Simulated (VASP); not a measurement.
Here is a VASP 6.6.1 calculation.

The input INCAR:

```
SYSTEM = Nb2B5
ALGO = Fast
EDIFF = 1E-7
ENCUT = 520
GGA = PE
ISIF = 2
ISMEAR = 0
LASPH = .TRUE.
LCHARG = .FALSE.
LREAL = .FALSE.
LWAVE = .FALSE.
NBANDS = 54
NELM = 100
PREC = Accurate
SIGMA = 0.1
```

File KPOINTS:

```
k-points
0
G
  8 8 8
  0 0 0
```

File POSCAR:

```
Nb2B5
1.0
    0.0000000000      4.3932736692      4.3932736692
    4.3932736692      0.0000000000      4.3932736692
    4.3932736692      4.3932736692      0.0000000000
Nb B
4 10
Direct
    0.6250000000      0.6250000000      0.6250000000
    0.1250000000      0.6250000000      0.6250000000
    0.6250000000      0.6250000000      0.1250000000
    0.6250000000      0.1250000000      0.6250000000
    0.2500000000      0.2500000000      0.2500000000
    0.0000000000      0.0000000000      0.0000000000
    0.3590388550      0.3590388550      0.3590388550
    0.3271165650      0.8909611450      0.8909611450
    0.3590388550      0.3590388550      0.9228834350
    0.8909611450      0.3271165650      0.8909611450
    0.9228834350      0.3590388550      0.3590388550
    0.8909611450      0.8909611450      0.8909611450
    0.3590388550      0.9228834350      0.3590388550
    0.8909611450      0.8909611450      0.3271165650
```

Potentials or basis: VASP PAW PBE potentials, release 64 (Nb_sv, B).

The run is started by

```sh
$ cat potpaw_PBE.64/Nb_sv/POTCAR potpaw_PBE.64/B/POTCAR > POTCAR
$ mpirun -np 1 vasp_std > vasp.out
```

**Question.** Predict the largest force.

**Answer.** 0.016 eV/Å.

**Question.** Predict the pressure.

**Answer.** -0.2 GPa.

**Question.** Predict the band gap on the k mesh.

**Answer.** None (metal or under the smearing width).

Forces on the atoms (eV/Å):
```
Nb   0.000  0.000  0.000
Nb   0.000  0.000  0.000
Nb   0.000  0.000  0.000
Nb   0.000  0.000  0.000
B    0.000  0.000  0.000
B    0.000  0.000  0.000
B    0.009  0.009  0.009
B   -0.009  0.009  0.009
B   -0.009 -0.009  0.009
B    0.009 -0.009  0.009
B    0.009 -0.009 -0.009
B   -0.009 -0.009 -0.009
B   -0.009  0.009 -0.009
B    0.009  0.009 -0.009
```
